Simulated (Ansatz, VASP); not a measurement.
# Sn: VASP beside Ansatz

Aim: how closely do two programs agree when they are given the same cell, functional and k mesh? The cell is taken from a series of runs on this material, whose earlier steps may have relaxed, scaled, displaced or heated it; both programs get it as it stands.

Method: plane waves, with VASP 6.6.1 beside it; zone-centre phonons at PBEsol, in Ansatz 0.2.0.

### Step 1. The starting structure

It takes space group Fd-3m (No. 227, cubic). Conventional cell: a = 6.539 Å, b = 6.539 Å, c = 6.539 Å, α = 90.00°, β = 90.00°, γ = 90.00°. Nearest to Sn lie 4 Sn at 2.83 Å. That group holds within 0.01 Å; judged at 0.001 Å it is R-3m (No. 166).

### Step 2. Ansatz: zone-centre phonons, PBEsol

Ansatz runs on its PAW soft_1 files.

Second derivatives magnify differences that forces hide, and they need a tight electronic threshold.

The input, input.yaml:

```yaml
crystal:
  lattice:
    - [0.0, 3.269667201, 3.269667201]
    - [3.269667201, 0.0, 3.269667201]
    - [3.269667201, 3.269667201, 0.0]
  atoms:
    - { symbol: Sn, position: [0.499938246, 0.499938246, 0.499938246] }
    - { symbol: Sn, position: [0.750061754, 0.750061754, 0.750061754] }
kpoints:
  mp_grid: { grid: [12, 12, 12], shift: [0.5, 0.5, 0.5] }
hamiltonian:
  xc: pbesol
  pseudopotentials: { kind: paw, azcp: { folder: soft_1 }, xc_functional: pbe }
scf:
  occupations: { method: gaussian, width: 0.015 }
output:
  eigenvalues: true
phonons:
  method: dfpt
```

Launch:

```
$ ansatz run input.yaml --threads 4 --pin off --max-ram 10240MiB --backend cpu --events-out ev --progress --plain --runs-dir out
```

Numbers of over 12 decimals in the logs are rounded to 6 here.

Log:

```text
Engine: ansatz 0.2.0, x86_64-unknown-linux-gnu
Pseudopotentials: kind: paw
Pseudopotential: Sn, paw, valence charge 14, recommended cutoff 420 eV (normal), soft_1/Sn.paw.azcp
Functional definition: PBEsol
  exchange = pbesol_x
  correlation = pbesol_c
Crystal: 2 atoms, lattice volume = 69.910 Å³
Basis set: ecut = 420 eV, 1363 PW (Γ), exchange–correlation on 64×64×64 points (8 copies of the dense FFT grid, shifted against one another)
Bands: 18, of which v1, the nominal top of the filled ones, is band 14 counted from 1 (13 counted from 0)
Symmetry: 12 space group operations
k-points: 468 of 1728 (irreducible under 2 space group operations, time reversal used)
Non-local potential: Sn, projectors of the file, l = 0: 2, l = 1: 2, l = 2: 2, l = 3: 1
PAW form: soft (Blöchl's): semilocal exchange-correlation on the pseudo side does not see the compensation charge
PAW frozen core: Sn, regenerated for the run's functional, and the local potential with it (the file was generated under x = pbe(κ = 0.804, μ = 0.219515), c = pbe(β = 0.066725))
PAW one-centre angular grid: Sn, 590 points (default); XC on 64 Gauss nodes
Initial density: superposition of atomic densities (chi_scale 0.1, normalization cell)
Initial wavefunctions: pseudopotential atomic-orbital guess
Functional: x = pbesol(κ = 0.804, μ = 0.123457), c = pbesol(β = 0.046)
SCF iter   1: F=—  HF=-11899.716165 eV  |F-HF|=—  |Δ(HF+E_count)|=         —  Δρ=2.13e-2  dr2=3.33e-1  ethr=3.10e-3  ⟨swp⟩=6.0  Hψ=46858  notcnv=0
preconditioner: auto → none  [insulator: Δε(μ)=0.067 eV  Ē_g=19.867 eV  σ=0.015 eV  W_gap=0.52  n_scr=14 (ndim 8)  ℏωp=23.5 eV  f_vac=0.007  D(μ)=0.20/eV (n_scr^D=0)  ε∞_Penn≈2.4]
SCF iter   2: F=—  HF=-11899.653721 eV  |F-HF|=—  |Δ(HF+E_count)|=   6.24e-2  Δρ=9.58e-3  dr2=6.15e-2  ethr=1.19e-3  ⟨swp⟩=2.0  Hψ=14016  notcnv=0
SCF iter   3: F=—  HF=-11899.646655 eV  |F-HF|=—  |Δ(HF+E_count)|=   7.07e-3  Δρ=8.47e-4  dr2=3.27e-4  ethr=2.20e-4  ⟨swp⟩=2.7  Hψ=12107  notcnv=0
SCF iter   4: F=—  HF=-11899.646818 eV  |F-HF|=—  |Δ(HF+E_count)|=   1.64e-4  Δρ=3.51e-4  dr2=3.78e-5  ethr=1.17e-6  ⟨swp⟩=2.0  Hψ=16629  notcnv=0
SCF iter   5: F=—  HF=-11899.646822 eV  |F-HF|=—  |Δ(HF+E_count)|=   3.90e-6  Δρ=3.73e-5  dr2=7.70e-7  ethr=1.35e-7  ⟨swp⟩=2.0  Hψ=14976  notcnv=0
SCF iter   6: F=—  HF=-11899.646822 eV  |F-HF|=—  |Δ(HF+E_count)|=   1.92e-7  Δρ=4.06e-6  dr2=1.25e-8  ethr=2.75e-9  ⟨swp⟩=2.0  Hψ=14947  notcnv=0
SCF iter   7: F=—  HF=-11899.646822 eV  |F-HF|=—  |Δ(HF+E_count)|=   1.97e-8  Δρ=1.23e-6  dr2=1.50e-9  ethr=4.45e-11  ⟨swp⟩=3.0  Hψ=16094  notcnv=0
SCF iter   8: F=—  HF=-11899.646822 eV  |F-HF|=—  |Δ(HF+E_count)|=  1.82e-12  Δρ=2.37e-7  dr2=4.94e-11  ethr=5.34e-12  ⟨swp⟩=2.0  Hψ=14976  notcnv=0
SCF iter   9: F=-11899.646822 eV  HF=-11899.646822 eV  |F-HF|=0.00e0  |Δ(HF+E_count)|=    0.00e0  Δρ=2.90e-8  dr2=6.35e-13  ethr=1.00e-12  ⟨swp⟩=6.8  Hψ=38672  notcnv=0
SCF 1 converged in 9 iterations: F = -11899.646822 eV  dr2 = 6.35e-13
  greatest PAW one-centre occupation: 0.991 electrons in one spin orbital (limit 2), on the Sn atom at site 1 (counted from 0), in its partial waves of l = 2
DFPT response loops at Γ: preconditioner auto → Kerker (q_TF=auto, 2.342 Å⁻¹) (partly filled bands, converged f_vac=0.086); β = 1.00, the filter's whole step (`scf.mixing.beta` (0.50) is not read by the response loops under this deck's `scf.mixing.preconditioner`; to damp them name `kerker` or `kerker_dos`, under which they read `scf.mixing.beta`, and type it under 1.00, their step now; both keys bind the ground state too); Broyden in place of MSR1
SCF converged after 9 iterations
Free energy (F): -11899.646822 eV
Harris-Foulkes:  -11899.646822 eV  (|F-HF|=0.00e0)
Internal energy: -11899.646821 eV  (E = F + TS)
E sigma→0 (E₀):  -11899.646822 eV
Entropy (-TS):   -0.000001 eV (-0.000 meV/atom)
Fermi energy:    7.457786 eV
--- Per-component energies (eV) ---
  E_band       = -256.637808
  E_kinetic    = 336.768002
  E_local      = -2650.317169  (includes V_loc(G=0)·N_el)
  E_nonlocal   = 293.803770
  E_hartree    = 1285.982729
  E_xc         = -248.908244
  E_vxc        = -160.235825  (∫ρ·V_xc dr)
  E_paw        = -8592.642366  (= ΣΔE_a)
  E_vpaw       = -648.622628  (= ΣTr[D̂ρ^β])
  E_aug_tail   = 0.000579  (compensation charges beyond the density's cutoff)
  E_ewald      = -2324.903802
  E_core_change = 0.569679  (= ΣΔE_core)
  E_smearing   = -0.000001  (= −TS)
  E_closure    = 0.000000  (closes the sum)
  Σ components = -11899.646822   (vs F -11899.646822, Δ=0.00e0)
--- Band table (eV; the first three rows and the last of 468) ---
  k-point 0: bands = [... 10 lower, -3.0223, 6.3220, 7.4883, 7.4883, 7.6890, 9.6349, 9.6349, 9.6433]
  k-point 1: bands = [... 10 lower, -2.9346, 5.5140, 7.1079, 7.4209, 8.0629, 9.7297, 9.7809, 10.1763]
  k-point 2: bands = [... 10 lower, -2.7191, 4.3523, 6.7372, 7.1540, 8.0597, 10.0666, 10.2504, 10.9780]
  k-point 467: bands = [... 10 lower, -1.4480, 1.2099, 6.1399, 6.3195, 7.5666, 10.5873, 10.7103, 13.0636]
--- Phonons (Γ-DFPT): 1 representative perturbation + reference, on 468 of 1728 k-points (Σ response iterations 3) ---
  k mesh reduced under 2 symmetry operations, with k and −k counted as one. Each operation leaves every solved perturbation unchanged. A smaller set is not used because it would not reduce the number of displacements times k-points to solve
  ASR residual: 2.801e-5 → 0.000e0 eV/Å²; symmetrization residual: 2.263e-12 eV/Å²
  ASR residual per site (eV/Å²): 2.80e-5 2.80e-5
  Γ frequencies (cm⁻¹): 0.00 0.00 0.00 187.75 187.75 187.87
  non-analytic LO–TO correction: not included (Born effective charges unavailable; polar crystals: no LO–TO splitting at Γ)
```

The column dr2 measures how far the density is from self-consistency, as an energy; F and HF (Harris–Foulkes) agree once it is small.

(Continued in part 2 of 3.)

[Lines on the potential files, build, host, timing and source positions are cut from VASP's logs without a mark.]

[Logs are printed without paths, hosts, clocks, repeated set-up lines and the standing remarks that a program may print on its own settings, such as how far it seeks lower states.]

[Hosts, paths, dates, database ids (printed as entryN), source tags and the programs' standing remarks are cut or masked in the printed files.]
